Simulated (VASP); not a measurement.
A run of VASP 6.6.1 is set up as follows.

Contents of INCAR:

```
PREC = Accurate
ENCUT = 520
EDIFF = 1E-6
ISMEAR = 0
SIGMA = 0.03
LREAL = F
LASPH = T
NELM = 80
ALGO = Normal
ISIF = 2
LWAVE = F
LCHARG = F
GGA = PS
NBANDS = 21
```

KPOINTS

```
regular mesh
0
Gamma
  12 12 6
```

POSCAR

```
Mg2CdN2
1.0
    3.6530160489      0.0000000000      0.0000000000
   -1.8265080244      3.1636046988      0.0000000000
    0.0000000000      0.0000000000      5.6602794290
Mg Cd N
2 1 2
Direct
    0.6666666667      0.3333333333      0.1534420000
    0.3333333333      0.6666666667      0.8465580000
    0.0000000000      0.0000000000      0.5000000000
    0.6666666667      0.3333333333      0.7722310000
    0.3333333333      0.6666666667      0.2277690000
```

Potentials or basis: VASP PAW PBE potentials, release 64 (Mg, Cd, N).

Run with:

```sh
$ cat potpaw_PBE.64/Mg/POTCAR potpaw_PBE.64/Cd/POTCAR potpaw_PBE.64/N/POTCAR > POTCAR
$ mpirun -np 1 vasp_std > vasp.out
```

(1) Predict the largest force.

(2) Predict the pressure.

Answers

(1) 0.240 eV/Å.

(2) -4.6 GPa.

Caveat: the PAW data sets were made with another functional, which shifts forces and pressure a little.
